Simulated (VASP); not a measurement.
Level of theory: LDA (Ceperley-Alder, Perdew-Zunger), VASP's LDA PAW potentials (set 64) (plane waves; VASP 6.6.1).

VASP input:

### INCAR
```
ALGO = Normal
EDIFF = 1E-7
ENCUT = 520
ICHARG = 11
ISMEAR = 0
LASPH = .True.
LCHARG = .False.
LMAXMIX = 4
LORBIT = 11
LREAL = .False.
LWAVE = .False.
NELM = 100
PREC = Accurate
SIGMA = 0.05
SYSTEM = SnO2
```

**POSCAR**
```
SnO2
1
    4.7288429718     0.0000000000     0.0000000000
    0.0000000000     4.7288429718     0.0000000000
    0.0000000000     0.0000000000     3.1961615244
Sn O
2 4
Direct
  0.0000000000   0.0000000000   0.0000000000
  0.5000000000   0.5000000000   0.5000000000
  0.3059836945   0.3059836945   0.0000000000
  0.8059836945   0.1940163055   0.5000000000
  0.1940163055   0.8059836945   0.5000000000
  0.6940163055   0.6940163055   0.0000000000
```

KPOINTS:
```
k-points along high-symmetry lines
10
Line-mode
Reciprocal
  0.000000   0.000000   0.000000 ! GAMMA
  0.000000   0.500000   0.000000 ! X

  0.000000   0.500000   0.000000 ! X
  0.500000   0.500000   0.000000 ! M

  0.500000   0.500000   0.000000 ! M
  0.000000   0.000000   0.000000 ! GAMMA

  0.000000   0.000000   0.000000 ! GAMMA
  0.000000   0.000000   0.500000 ! Z

  0.000000   0.000000   0.500000 ! Z
  0.000000   0.500000   0.500000 ! R

  0.000000   0.500000   0.500000 ! R
  0.500000   0.500000   0.500000 ! A

  0.500000   0.500000   0.500000 ! A
  0.000000   0.000000   0.500000 ! Z

  0.000000   0.500000   0.000000 ! X
  0.000000   0.500000   0.500000 ! R

  0.500000   0.500000   0.000000 ! M
  0.500000   0.500000   0.500000 ! A
```

POTCAR, in this order: Sn_d O (LDA.64 set). Program: vasp_std. Read from the step before: CHGCAR.

What VASP printed:

OSZICAR:
```
       N       E                     dE             d eps       ncg     rms          rms(c)
DAV:   1     0.634356440586E+03    0.63436E+03   -0.26342E+04  6122   0.267E+03
DAV:   2     0.575946497257E+02   -0.57676E+03   -0.55865E+03  6113   0.707E+02
DAV:   3    -0.370658853579E+02   -0.94661E+02   -0.93230E+02  6553   0.224E+02
DAV:   4    -0.417386715354E+02   -0.46728E+01   -0.46545E+01  6535   0.557E+01
DAV:   5    -0.418866091019E+02   -0.14794E+00   -0.14789E+00  7653   0.990E+00
DAV:   6    -0.418912335554E+02   -0.46245E-02   -0.46242E-02  7203   0.147E+00
DAV:   7    -0.418914460557E+02   -0.21250E-03   -0.21250E-03  8230   0.262E-01
DAV:   8    -0.418914473469E+02   -0.12911E-05   -0.12911E-05  7183   0.235E-02
DAV:   9    -0.418914473718E+02   -0.24957E-07   -0.24997E-07  5748   0.351E-03
   1 F= -.41891447E+02 E0= -.41891447E+02  d E =-.105442E-16
```

### OUTCAR
```
 val. band max:        5.8808100893   @ k =   0.0000   0.0000   0.0000

 cond. band min:       7.0200819173   @ k =   0.0000   0.0000   0.0000



 k-point     1 :       0.0000    0.0000    0.0000
  band No.  band energies     occupation
      1     -15.1294      2.00000
      2     -14.3569      2.00000
      3     -14.0930      2.00000
      4     -14.0734      2.00000
      5     -14.0734      2.00000
      6     -13.9975      2.00000
      7     -13.9365      2.00000
      8     -13.8422      2.00000
      9     -13.8093      2.00000
     10     -13.8093      2.00000
     11     -12.8944      2.00000
     12     -10.9381      2.00000
     13     -10.9381      2.00000
     14      -9.0967      2.00000
     15      -2.3861      2.00000
     16       1.7107      2.00000
     17       1.7107      2.00000
     18       1.8054      2.00000
     19       2.6738      2.00000
     20       3.8006      2.00000
     21       3.9405      2.00000
     22       4.5983      2.00000
     23       4.5983      2.00000
     24       5.0758      2.00000
     25       5.0758      2.00000
     26       5.8808      2.00000
     27       7.0201      0.00000
     28      11.7989      0.00000
     29      11.9276      0.00000
     30      11.9276      0.00000
     31      15.9756      0.00000

 k-point     2 :       0.0000    0.0556    0.0000
  band No.  band energies     occupation
      1     -15.1246      2.00000
      2     -14.3619      2.00000
      3     -14.0929      2.00000
      4     -14.0732      2.00000
      5     -14.0732      2.00000
      6     -14.0021      2.00000
      7     -13.9357      2.00000
      8     -13.8428      2.00000
      9     -13.8096      2.00000
     10     -13.8096      2.00000
     11     -12.8846      2.00000
     12     -10.9618      2.00000
     13     -10.9185      2.00000
     14      -9.1022      2.00000
     15      -2.3661      2.00000
     16       1.6495      2.00000
     17       1.7270      2.00000
     18       1.8177      2.00000
...
```

The density is held fixed in this step, so its total energy and stress have no physical meaning. Unless said otherwise, spin-orbit coupling is left out, though it shifts the bands of the heavy elements here.

The compound is SnO2 in the rutile structure. It was relaxed first.
